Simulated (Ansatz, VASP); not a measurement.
## Mg3SbAs in VASP and in Ansatz

```
CELL_PARAMETERS angstrom
5.12978 0.00000 0.00000
0.00000 5.12978 0.00000
0.00000 0.00000 5.12978
ATOMIC_POSITIONS crystal
As 0.00000 0.00000 0.00000
Sb 0.50000 0.50000 0.50000
Mg 0.50000 0.50000 0.00000
Mg 0.50000 0.00000 0.50000
Mg 0.00000 0.50000 0.50000
```

The cell comes from a database or a generator and needn't be the stable form of this composition.

Alike in both runs: task single point; functional LDA; k mesh 4 × 4 × 4; occupations gaussian, width 0.05 eV; no spin polarisation.

|  | VASP | Ansatz |
| --- | --- | --- |
| version | VASP 6.6.1 | Ansatz 0.2.0 |
| potentials or method | VASP PAW LDA potentials, release 64 (As, Sb, Mg) | scalar-relativistic, plane waves, PAW |
| plane-wave cutoff (eV) | 520 | 420 |
| valence electrons in the cell | 16 | 60 |

```tsv
	VASP	Ansatz	Ansatz less VASP
gap on the k mesh at the Fermi level (eV)	0.08	0.11	+0.030
least direct gap on the mesh (eV)	0.08	0.11	+0.030
pressure (GPa)	0.1	0.1	0.00
```

The two sets of potentials don't hold the same shells in valence.

Caveats: spin-orbit coupling is left out, which moves the levels of the heavy elements. A k mesh can miss the band edges.
